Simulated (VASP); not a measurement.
Computed with HSE06 screened hybrid, VASP's PBE PAW potentials (set 64) (plane waves; VASP).

VASP input:

**KPOINTS**
```
Automatic mesh
0
gamma
7 7 7
```

File POSCAR:
```
KI
1
    0.0000000000     3.5544790000     3.5544790000
    3.5544790000     0.0000000000     3.5544790000
    3.5544790000     3.5544790000     0.0000000000
K I
1 1
Direct
  0.0000000000   0.0000000000   0.0000000000
  0.5000000000   0.5000000000   0.5000000000
```

### INCAR
```
! general
SYSTEM    =  KI
PREC      =  Accurate
ENCUT     =  300
LREAL     =  .FALSE.
LASPH     =  .TRUE.
ISYM      =  3

! electronic loop
EDIFF     =  1E-6
NELM      =  100
ALGO      =  Normal
LMAXMIX   =  4

! smearing
ISMEAR    =  0
SIGMA     =  0.01

! functional
GGA       =  PE
LHFCALC   =  .TRUE.
AEXX      =  0.25
HFSCREEN  =  0.2
PRECFOCK  =  Fast

! ions
ISIF      =  2

! output
LWAVE     =  .FALSE.
LCHARG    =  .FALSE.
```

POTCAR, in this order: K_sv I (PBE.64 set). Program: vasp_std.

Output of the run:

File OUTCAR:
```
 ion  position               nearest neighbor table
   1  0.000  0.000  0.000-   2 3.55   2 3.55   2 3.55   2 3.55   2 3.55   2 3.55
   2  0.500  0.500  0.500-   1 3.55   1 3.55   1 3.55   1 3.55   1 3.55   1 3.55
  LATTYP: Found a face centered cubic cell.
 ALAT       =     7.1089580000
 Subroutine PRICEL returns:
 Original cell was already a primitive cell.
 Subroutine GETGRP returns: Found 48 space group operations
The static configuration has the point symmetry O_h .
The dynamic configuration has the point symmetry O_h .
 Subroutine INISYM returns: Found 48 space group operations
 Subroutine IBZKPT returns following result:
 Found     20 irreducible k-points:

 Following reciprocal coordinates:
            Coordinates               Weight
  0.000000  0.000000  0.000000      1.000000
  0.142857  0.000000  0.000000      8.000000
  0.285714  0.000000  0.000000      8.000000
  0.428571  0.000000  0.000000      8.000000
  0.142857  0.142857  0.000000      6.000000
  0.285714  0.142857  0.000000     24.000000
  0.428571  0.142857  0.000000     24.000000
 -0.428571  0.142857  0.000000     24.000000
 -0.285714  0.142857  0.000000     24.000000
 -0.142857  0.142857  0.000000     12.000000
  0.285714  0.285714  0.000000      6.000000
  0.428571  0.285714  0.000000     24.000000
 -0.428571  0.285714  0.000000     24.000000
 -0.285714  0.285714  0.000000     12.000000
  0.428571  0.428571  0.000000      6.000000
 -0.428571  0.428571  0.000000     12.000000
  0.428571  0.285714  0.142857     24.000000
 -0.428571  0.285714  0.142857     48.000000
 -0.428571  0.428571  0.142857     24.000000
 -0.285714  0.428571  0.142857     24.000000
 Subroutine IBZKPT_HF returns following result:
   k-points           NKPTS =     20   k-points in BZ     NKDIM =    343   number of bands    NBANDS=     12
   number of dos      NEDOS =    301   number of ions     NIONS =      2
   total plane-waves  NPLWV =  21952
   dimension x,y,z NGX =    28 NGY =   28 NGZ =   28
   dimension x,y,z NGXF=    56 NGYF=   56 NGZF=   56
   ions per type =               1   1
   PREC   = accura    normal or accurate (medium, high low for compatibility)
   ISTART =      0    job   : 0-new  1-cont  2-samecut
   ICHARG =      2    charge: 1-file 2-atom 10-const
   ISPIN  =      1    spin polarized calculation?
   LNONCOLLINEAR =      F non collinear calculations
   LSORBIT =      F    spin-orbit coupling
   INIWAV =      1    electr: 0-lowe 1-rand  2-diag
   ENCUT  =  300.0 eV  22.05 Ry    4.70 a.u.   7.10  7.10  7.10*2*pi/ulx,y,z
   NELM   =    100;   NELMIN=  2; NELMDL= -5     # of ELM steps
   EDIFF  = 0.1E-05   stopping-criterion for ELM
   LREAL  =      F    real-space projection
   NLSPLINE    = F    spline interpolate recip. space projectors
   LMAXMIX     =    4 max onsite mixed and CHGCAR
   VOSKOWN=      0    Vosko Wilk Nusair interpolation
   EDIFFG = 0.1E-04   stopping-criterion for IOM
   NSW    =      0    number of steps for IOM
   NBLOCK =      1;   KBLOCK =      1    inner block; outer block
   IBRION =     -1    ionic relax: 0-MD 1-quasi-New 2-CG
   NFREE  =      0    steps in history (QN), initial steepest desc. (CG)
   ISIF   =      2    stress and relaxation
   ISYM   =      3    0-nonsym 1-usesym 2-fastsym
   TEIN   =    0.0    initial temperature
   TEBEG  =    0.0;   TEEND  =   0.0 temperature during run
   SMASS  =  -3.00    Nose mass-parameter (am)
   PSTRESS=    0.0 pullay stress
   NELECT =      16.0000    total number of electrons
   EFERMI =   0.00;   METHOD = LEGACY
   ISMEAR =     0;   SIGMA  =   0.01  broadening in eV -4-tet -1-fermi 0-gaus
   IALGO  =     38    algorithm
   LDIAG  =      T    sub-space diagonalisation (order eigenvalues)
   IMIX   =      1    mixing-type and parameters
     AMIX     =   0.40;   BMIX     =  1.00
...
```

### OSZICAR
```
       N       E                     dE             d eps       ncg     rms          rms(c)
DAV:   1    -0.130455285414E+04   -0.13046E+04   -0.50308E+03   480   0.744E+02
DAV:   2    -0.137490320980E+04   -0.70350E+02   -0.67465E+02   600   0.195E+02
DAV:   3    -0.137908560042E+04   -0.41824E+01   -0.41663E+01   608   0.460E+01
DAV:   4    -0.137928458093E+04   -0.19898E+00   -0.19885E+00   796   0.100E+01
DAV:   5    -0.646260852696E+01    0.13728E+04   -0.52737E+00   484   0.216E+01    0.391E+00
DAV:   6    -0.640977820855E+01    0.52830E-01   -0.50856E-01   556   0.492E+00    0.376E+00
DAV:   7    -0.641052786173E+01   -0.74965E-03   -0.10571E-01   580   0.196E+00    0.286E+00
DAV:   8    -0.641335655024E+01   -0.28287E-02   -0.14218E-02   628   0.813E-01    0.188E+00
DAV:   9    -0.641504117835E+01   -0.16846E-02   -0.29705E-03   680   0.359E-01    0.110E+00
DAV:  10    -0.641611348385E+01   -0.10723E-02   -0.77029E-04   636   0.202E-01    0.606E-01
DAV:  11    -0.641676050481E+01   -0.64702E-03   -0.33061E-04   604   0.134E-01    0.331E-01
DAV:  12    -0.641712641537E+01   -0.36591E-03   -0.14971E-04   584   0.929E-02    0.177E-01
DAV:  13    -0.641732472337E+01   -0.19831E-03   -0.72587E-05   588   0.626E-02    0.956E-02
DAV:  14    -0.641742935896E+01   -0.10464E-03   -0.35136E-05   580   0.431E-02    0.518E-02
DAV:  15    -0.641748376629E+01   -0.54407E-04   -0.17143E-05   568   0.292E-02    0.291E-02
DAV:  16    -0.641751167731E+01   -0.27911E-04   -0.83038E-06   560   0.199E-02    0.171E-02
DAV:  17    -0.641752581023E+01   -0.14133E-04   -0.40348E-06   568   0.136E-02    0.107E-02
DAV:  18    -0.641753292717E+01   -0.71169E-05   -0.19716E-06   560   0.933E-03    0.700E-03
DAV:  19    -0.641753646932E+01   -0.35422E-05   -0.94592E-07   508   0.643E-03    0.475E-03
DAV:  20    -0.641753822147E+01   -0.17522E-05   -0.46465E-07   412   0.457E-03    0.325E-03
DAV:  21    -0.641753908017E+01   -0.85870E-06   -0.25067E-07   384   0.346E-03
   1 F= -.64175391E+01 E0= -.64175391E+01  d E =-.492042E-14
```

File OUTCAR:
```
------------------------ aborting loop because EDIFF is reached ----------------------------------------
  FORCE on cell =-STRESS in cart. coord.  units (eV):
  Direction    XX          YY          ZZ          XY          YZ          ZX
  --------------------------------------------------------------------------------------
  Total        0.0319712      0.0319712      0.0319712      0.0000000     -0.0000000      0.0000000
  in kB        0.5703109      0.5703109      0.5703109      0.0000000     -0.0000000      0.0000000
  external PRESSURE =       0.5703109 kB  Pullay stress =       0.0000000 kB
  volume of cell :       89.82
      direct lattice vectors                 reciprocal lattice vectors
     0.000000000  3.554479000  3.554479000    -0.140667592  0.140667592  0.140667592
     3.554479000  0.000000000  3.554479000     0.140667592 -0.140667592  0.140667592
     3.554479000  3.554479000  0.000000000     0.140667592  0.140667592 -0.140667592
  FREE ENERGIE OF THE ION-ELECTRON SYSTEM (eV)
  ---------------------------------------------------
  free  energy   TOTEN  =        -6.4175390802 eV

  energy  without entropy=       -6.4175390802  energy(sigma->0) =       -6.41753908

  exchange ACFDT corr.  =         0.00000000  see jH, gK, PRB 81, 115126
```
(Selected blocks of OUTCAR.)

At this cut-off the stress carries a Pulay error, which pulls relaxed volumes low.

The structure comes from a computed database's KI entry; how it stands against other phases isn't given here. The cell was not relaxed at this level.
